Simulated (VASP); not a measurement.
```yaml
crystal:
  lattice:
    - [0.00000, 2.30061, 2.30061]
    - [2.30061, 0.00000, 2.30061]
    - [2.30061, 2.30061, 0.00000]
  atoms:
    - { symbol: B, position: [0.00000, 0.00000, 0.00000] }
    - { symbol: P, position: [0.25000, 0.25000, 0.25000] }
```

Method: vdW-DF2, VASP's PBE PAW potentials (set 64) (plane waves; VASP). Numerical set-up: 520 eV cut-off, Gaussian smearing of 0.050 eV, potentials B P.

Q: Give the energies of bands 2 to 7 at the high-symmetry points, in eV from the valence-band maximum.

A: 
| band | Γ | X | U | L | W |
|---|---|---|---|---|---|
| 2 | 0.00 | -8.16 | -7.79 | -8.45 | -7.71 |
| 3 | 0.00 | -3.81 | -5.67 | -1.64 | -5.16 |
| 4 | 0.00 | -3.81 | -3.24 | -1.64 | -4.97 |
| 5 | 3.60 | 1.87 | 2.62 | 3.77 | 5.67 |
| 6 | 3.60 | 2.13 | 6.22 | 5.01 | 7.04 |
| 7 | 3.60 | 11.80 | 9.63 | 5.01 | 7.18 |

The gap is indirect, 1.72 eV, from the valence maximum at Γ to the conduction minimum at Γ-X at 0.79.

The compound is BP in the zinc blende structure. It was relaxed first.
